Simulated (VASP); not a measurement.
## CsLi2 and the effect of the choice of potentials or basis

The cell as given:

```xyz
3
Lattice="3.9663 0.0000 0.0000 -1.9832 3.4350 0.0000 0.0000 0.0000 10.0284" Properties=species:S:1:pos:R:3 pbc="T T T"
Cs    0.0000    0.0000    0.0000
Li    0.0000    2.2900    3.4962
Li    0.0000    2.2900    6.5322
```

The cell comes from a database or a generator and needn't be the stable form of this composition.

Kept alike: task relaxation of cell and atoms; functional PBE; k mesh 8 × 8 × 3; occupations fermi-dirac, width 0.05 eV; no spin polarisation. Program: VASP, cutoff 600 eV. The mesh is that of the run's cell of 3 atoms. No spin-orbit coupling.

```csv
choice of potentials or basis,volume (Å³/atom),first edge of the run's cell (Å),third edge of the run's cell (Å)
"Cs_sv, Li",45.462,3.976,9.963
"Cs_sv_GW, Li_GW",45.375,3.970,9.971
"Cs_sv_GW, Li_sv_GW",45.264,3.972,9.941
```

The relaxations keep at least the cell's symmetry (P-6m2). For a metal such a mesh leaves the last digits unconverged. Relaxations stop with a little pressure left, so the last digits of a volume or edge aren't settled. Runs of this series that gave no sound value for these columns are left out.

Problem. What does the choice of potentials or basis change here?

Solution. The volume runs from 45.264 (Cs_sv_GW, Li_sv_GW) to 45.462 Å³/atom (Cs_sv, Li). The first edge of the run's cell runs from 3.970 (Cs_sv_GW, Li_GW) to 3.976 Å (Cs_sv, Li). The third edge of the run's cell runs from 9.941 (Cs_sv_GW, Li_sv_GW) to 9.971 Å (Cs_sv_GW, Li_GW).
